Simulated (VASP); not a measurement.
Consider the following.

```
CELL_PARAMETERS angstrom
      3.95734    -2.15500     0.00000
      3.95734     2.15500     0.00000
      2.78382     0.00000     3.54329
ATOMIC_POSITIONS crystal
  Sb 0.23350 0.23350 0.23350
  Sb 0.76650 0.76650 0.76650
```

Method: LDA (Ceperley-Alder, Perdew-Zunger), VASP's LDA PAW potentials (set 64) (plane waves; VASP). Settings: 520 eV cut-off, 9×9×9 Γ-centred mesh, first-order Methfessel-Paxton smearing of 0.10 eV, potentials Sb.

Energy and stress use the plane-wave basis of the starting cell.

Task: The ions, cell shape and volume are relaxed. What does this cell relax into?

Result: 
```
CELL_PARAMETERS angstrom
      3.86541    -2.15049    -0.02771
      3.86541     2.15049    -0.02771
      2.69434     0.00000     3.50817
ATOMIC_POSITIONS crystal
  Sb 0.23603 0.23603 0.23603
  Sb 0.76397 0.76397 0.76397
```
Space group R-3m (166), at a tolerance of 0.03 Å.

Task: How do energy and volume change from the first to the last step?

Result: The energy (σ→0) changes by -4.6 meV/atom and the volume by -3.0 %, in 9 ionic steps.

The compound is Sb in the a7 structure. This run relaxes it. Symmetry was kept, so distortions that lower it aren't found.
